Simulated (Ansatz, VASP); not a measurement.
## One calculation of Hf3Sb4, two programs

```
Hf Sb
1.0
     5.76528    0.00000    0.00000
     0.00000    5.76528    0.00000
     0.00000    0.00000    5.76528
Hf Sb
3 4
Direct
  0.50000 0.00000 0.00000
  0.00000 0.50000 0.00000
  0.00000 0.00000 0.50000
  0.00000 0.50000 0.50000
  0.50000 0.00000 0.50000
  0.50000 0.50000 0.00000
  0.00000 0.00000 0.00000
```

Change from the starting cell: ordered vacancies on the cation sites of rock salt (Pm-3m, No. 221).

Alike in both runs: functional PBE; k mesh 8 × 8 × 8; occupations gaussian, width 0.1 eV; no spin polarisation.

Ansatz relaxed the structure, and its values are those at the end. VASP's run is a single point on that final structure, the one shown.

```csv
,VASP,Ansatz
version,VASP 6.6.1,Ansatz 0.2.0
potentials or method,"VASP PAW PBE potentials, release 64 (Hf_pv, Sb)","scalar-relativistic, plane waves, PAW"
plane-wave cutoff (eV),520,420
valence electrons in the cell,50,138
```

VASP gave:

```
gap on the k mesh at the Fermi level (eV) : none
pressure (GPa)                            : -0.2
```

Q: Which values does Ansatz return?

A: gap on the k mesh at the Fermi level (eV): none; pressure (GPa): 0.0.

A gap of «none» marks a metal or a gap that the smearing closes. The two sets of potentials don't hold the same shells in valence.

The runs have no spin-orbit coupling, so splittings on Hf, Sb are missing.
